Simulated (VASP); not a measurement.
Set up this calculation in VASP 6.6.1, as the native input.

```
Task                   : relaxation of the atoms
Functional             : PBE
Potentials or basis    : VASP PAW PBE potentials, release 64 (Na_pv, F)
Cutoff                 : 600 eV
k mesh                 : 10 × 10 × 10
Occupations            : gaussian, width 0.03 eV
Spin                   : no spin polarisation
Further INCAR settings : ALGO = Fast; EDIFF = 1e-07; IBRION = 2; EDIFFG = -0.01; NSW = 40
```

The structure of NaF (Villiaumite) lies in POSCAR:

```
NaF                                     
1.0
    0.0000000000      2.2989579331      2.2989579331
    2.2989579331      0.0000000000      2.2989579331
    2.2989579331      2.2989579331      0.0000000000
  Na              F             
     1     1
Direct
     0.0000000000000000    0.0000000000000000    0.0000000000000000
     0.5000000000000000    0.5000000000000000    0.5000000000000000
```

The cell isn't the ideal one: a relaxed cell with its volume scaled by 0.94.

One way to write it, as run:

INCAR

```
SYSTEM = NaF
  PREC = Accurate
  ENCUT = 600
  EDIFF = 1E-7
  ISMEAR = 0
  SIGMA = 0.03
  LREAL = .False.
  LASPH = .True.
  NELM = 80
  ALGO = Fast
  ISIF = 2
  LWAVE = .False.
  LCHARG = .False.
  GGA = PE
  IBRION = 2
  NSW = 40
  EDIFFG = -0.01
```

KPOINTS

```
Automatic mesh
0
Gamma
  10 10 10
  0 0 0
```

Potentials or basis: VASP PAW PBE potentials, release 64 (Na_pv, F).

Run with:

```console
$ cat potpaw_PBE.64/Na_pv/POTCAR potpaw_PBE.64/F/POTCAR > POTCAR
$ mpirun -np 1 vasp_std > vasp.out
```

Results of the run:

| Item | Value |
| --- | --- |
| Pressure after relaxing | 3.3 GPa |
| Band gap on the k mesh | 6.43 eV, direct |

Caveat: the relaxation stopped at its first step, so nothing moved.

It took 16 s on 1 thread of AMD EPYC 9R45 (Zen 5) (shared host), peak memory 0.11 GiB.
